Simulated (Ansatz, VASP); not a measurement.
# Te (Tellurium): VASP beside Ansatz, part 2 of 2

One calculation is typed for both programs; each brings its own data sets. How far apart do they land? The cell is taken from a series of runs on this material, whose earlier steps may have relaxed, scaled, displaced or heated it; both programs get it as it stands.

VASP 6.6.1 and Ansatz 0.2.0.

So far: The starting structure; Ansatz: relaxation of cell and atoms, PBEsol; VASP: relaxation of cell and atoms, PBEsol.

## Step 3: VASP: relaxation of cell and atoms, PBEsol (continued)

Level of this step: PBEsol; plane waves and PAW (Te) (VASP).

Numbers of over 12 decimals in the logs are rounded to 6 here.

OUTCAR, selected parts (step 3):

```text
ion  position               nearest neighbor table
   1  0.285  0.000  0.333-   2 2.91   3 2.91   3 3.34   2 3.34   2 3.34   3 3.34
   2  0.000  0.285  0.667-   1 2.91   3 2.91   1 3.34   1 3.34   3 3.34   3 3.34
   3  0.715  0.715  0.000-   2 2.91   1 2.91   1 3.34   2 3.34   1 3.34   2 3.34

  LATTYP: Found a hexagonal cell.
 ALAT       =     4.3136420000
 C/A-ratio  =     1.3803785757

 Subroutine GETGRP returns: Found  6 space group operations
 (whereof  2 operations were pure point group operations)

The static configuration has the point symmetry C_2 .
 The point group associated with its full space group is D_3 .

 Found    192 irreducible k-points:

   k-points           NKPTS =    192   k-points in BZ     NKDIM =    192   number of bands    NBANDS=     15

   dimension x,y,z NGX =    32 NGY =   32 NGZ =   48
   dimension x,y,z NGXF=    64 NGYF=   64 NGZF=   96

   ENCUT  =  500.0 eV  36.75 Ry    6.06 a.u.   7.86  7.86 10.86*2*pi/ulx,y,z

   NELECT =      18.0000    total number of electrons

 k-points in reciprocal lattice and weights: Automatic mesh
   0.00000000  0.00000000  0.00000000       0.001
   0.06666667  0.00000000  0.00000000       0.003
   0.13333333  0.00000000  0.00000000       0.003
   0.20000000  0.00000000  0.00000000       0.003
   0.26666667  0.00000000  0.00000000       0.003
   0.33333333  0.00000000  0.00000000       0.003
   0.40000000  0.00000000  0.00000000       0.003
   0.46666667 -0.00000000  0.00000000       0.003
   0.06666667  0.06666667  0.00000000       0.003
[...]
0.33333333  0.26666667  0.50000000       0.007
   0.33333333  0.33333333  0.50000000       0.001

 average (electrostatic) potential at core
       1 -88.2588       2 -88.2588       3 -88.2587

 E-fermi :   6.6097

 k-point     1 :       0.0000    0.0000    0.0000
  band No.  band energies     occupation
    ...
      5       3.9724      2.00000
      6       3.9724      2.00000
      7       4.7838      2.00000
      8       4.7838      2.00000
      9       5.4282      2.00000
     10       7.5639      0.00000
     11       7.5639      0.00000
     12       8.2462      0.00000
     13      11.3620      0.00000
     14      11.3620      0.00000
    ...

 k-point     2 :       0.0667    0.0000    0.0000
  band No.  band energies     occupation
    ...
      5       3.6765      2.00000
      6       3.8148      2.00000
      7       4.9892      2.00000
      8       5.1660      2.00000
      9       5.6479      2.00000
     10       7.3681      0.00000
     11       7.5178      0.00000
     12       8.1379      0.00000
     13      11.2522      0.00000
     14      11.3355      0.00000
    ...

 k-point     3 :       0.1333    0.0000    0.0000
  band No.  band energies     occupation
    ...
      5       3.2361      2.00000
      6       3.5369      2.00000
      7       5.3168      2.00000
      8       5.5010      2.00000
      9       6.0441      2.00000
     10       7.0838      0.00000
     11       7.4045      0.00000
     12       7.9585      0.00000
     13      10.8323      0.00000
     14      11.3568      0.00000
    ...

  Total       -0.0032740     -0.0032740      0.0018405      0.0000000      0.0000000      0.0000000
  in kB       -0.0545719     -0.0545718      0.0306775      0.0000000      0.0000000      0.0000000
  external PRESSURE =      -0.0261554 kB  Pullay stress =       0.0000000 kB

  energy-cutoff  :      500.00
  volume of cell :       96.12
      direct lattice vectors                 reciprocal lattice vectors
     4.315689588 -0.000000000 -0.000000000     0.231712680  0.133779398  0.000000000
    -2.157844794  3.737496263  0.000000000     0.000000000  0.267558796  0.000000000
     0.000000000  0.000000000  5.959287132     0.000000000  0.000000000  0.167805306

 POSITION                                       TOTAL-FORCE (eV/Angst)
 -----------------------------------------------------------------------------------
      1.22859     -0.00000      1.98643         0.004901      0.000000     -0.000000
     -0.61430      1.06399      3.97286        -0.002451      0.004245      0.000000
      1.54355      2.67351     -0.00000        -0.002451     -0.004245      0.000000
 -----------------------------------------------------------------------------------
    total drift:                               -0.000097      0.000281      0.000017

  FREE ENERGIE OF THE ION-ELECTRON SYSTEM (eV)
  ---------------------------------------------------
  free  energy   TOTEN  =       -10.5817083021 eV

  energy  without entropy=      -10.5815114432  energy(sigma->0) =      -10.58160987

 reached required accuracy - stopping structural energy minimisation

 total charge
# of ion       s       p       d       tot
------------------------------------------
    1        1.439   1.797   0.047   3.283
    2        1.439   1.797   0.047   3.283
    3        1.439   1.797   0.047   3.283
--------------------------------------------------
tot          4.316   5.392   0.140   9.849

[... 3 further parts left out ...]
```

CONTCAR:

```
Te
   1.00000000000000
     4.3156895884471336   -0.0000000000000000   -0.0000000000000000
    -2.1578447942235668    3.7374962628216157    0.0000000000000000
     0.0000000000000000    0.0000000000000000    5.9592871320775647
  Te
     3
Direct
     0.2846801259336724    0.0000000000000000    0.3333333893000017
     0.0000000619999900    0.2846800181336582    0.6666666106999983
     0.7153198120663375    0.7153199818663418    0.0000000000000000
```

The run keeps the 6 symmetry operations of its start, so it cannot find a distortion of lower symmetry.

## Step 4: Comparison

Known differences besides the potentials themselves: the data sets hold 48 valence electrons in Ansatz (on norm-conserving files, of PseudoDojo where its log says so) and 18 in VASP; the cutoff is 1120 eV in Ansatz and 500 eV in VASP; Ansatz adds a Pulay correction to the stress that steers its cell, VASP none. Total energies have different zeros and are not compared.

Both answers:

| quantity | Ansatz | VASP | difference |
| --- | --- | --- | --- |
| volume (Å³) | 95.95 | 96.12 | -0.18 % |
| edge a after relaxation, in the typed setting (Å) | 4.314 | 4.316 | -0.05 % |
| edge c after relaxation, in the typed setting (Å) | 5.955 | 5.959 | -0.08 % |

## Step 5: Summary of results

* difference in volume (relaxation of cell and atoms, PBEsol): -0.18 %

The difference in volume is -0.18 % (relaxation of cell and atoms, PBEsol), within the 1.2 % picked in this series as the mark of a large difference, as far as the stopping tolerances let one tell. The data sets hold unlike numbers of valence electrons (48 in Ansatz and 18 in VASP), so part of the differences comes from the potentials. How closely two codes agree says nothing of how well the functional describes the real material.

[Lines on the potential files, build, host, timing and source positions are cut from VASP's logs without a mark.]

[Logs are printed without paths, hosts, clocks, repeated set-up lines and the standing remarks that a program may print on its own settings, such as how far it seeks lower states.]

[Hosts, paths, dates, database ids (printed as entryN), source tags and the programs' standing remarks are cut or masked in the printed files.]
